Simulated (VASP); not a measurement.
OSZICAR of a VASP run on PbO (litharge):

### OSZICAR
```
       N       E                     dE             d eps       ncg     rms          rms(c)
DAV:   1     0.551675198906E+03    0.55168E+03   -0.19201E+04  1728   0.202E+03
DAV:   2     0.682362006949E+02   -0.48344E+03   -0.46274E+03  1776   0.569E+02
DAV:   3    -0.229357640600E+02   -0.91172E+02   -0.86885E+02  2288   0.264E+02
DAV:   4    -0.291955402154E+02   -0.62598E+01   -0.62105E+01  2296   0.711E+01
DAV:   5    -0.293414186239E+02   -0.14588E+00   -0.14577E+00  2272   0.125E+01    0.116E+01
DAV:   6    -0.253419575258E+02    0.39995E+01   -0.21073E+01  2744   0.468E+01    0.495E+00
DAV:   7    -0.252333072143E+02    0.10865E+00   -0.29258E+00  2480   0.156E+01    0.252E+00
DAV:   8    -0.252062616470E+02    0.27046E-01   -0.80662E-01  2624   0.707E+00    0.104E+00
DAV:   9    -0.251750417948E+02    0.31220E-01   -0.10580E-01  2864   0.446E+00    0.204E-01
DAV:  10    -0.251766310886E+02   -0.15893E-02   -0.16500E-02  2112   0.953E-01    0.109E-01
DAV:  11    -0.251770297919E+02   -0.39870E-03   -0.17322E-03  2920   0.492E-01    0.105E-01
DAV:  12    -0.251767522483E+02    0.27754E-03   -0.10574E-03  2832   0.427E-01    0.718E-03
DAV:  13    -0.251767668758E+02   -0.14628E-04   -0.14607E-04  2296   0.864E-02    0.148E-02
DAV:  14    -0.251767642073E+02    0.26685E-05   -0.65010E-06  2136   0.362E-02    0.764E-03
DAV:  15    -0.251767636622E+02    0.54517E-06   -0.50580E-06  2528   0.194E-02
   1 F= -.25176764E+02 E0= -.25176764E+02  d E =-.149875E-11  mag=     0.0000     0.0000    -0.0000
       N       E                     dE             ncg
       N       E                     dE             ncg
       N       E                     dE             ncg
```

Question: Which electronic solver shows in the log?

Answer: It is blocked Davidson (ALGO = Normal, or the opening steps of other solvers). The INCAR had ALGO = Normal.

Question: How was spin treated?

Answer: With non-collinear spinors: mag has three components.

Question: Can the final energy be trusted as converged?

Answer: The run converged. It stopped with EDIFF = 1E-6, NELM = 100 (LDA (Ceperley-Alder, Perdew-Zunger) with spin-orbit coupling, plane waves, VASP's LDA PAW potentials (set 64)).

The compound is PbO in the litharge structure. It was relaxed first.
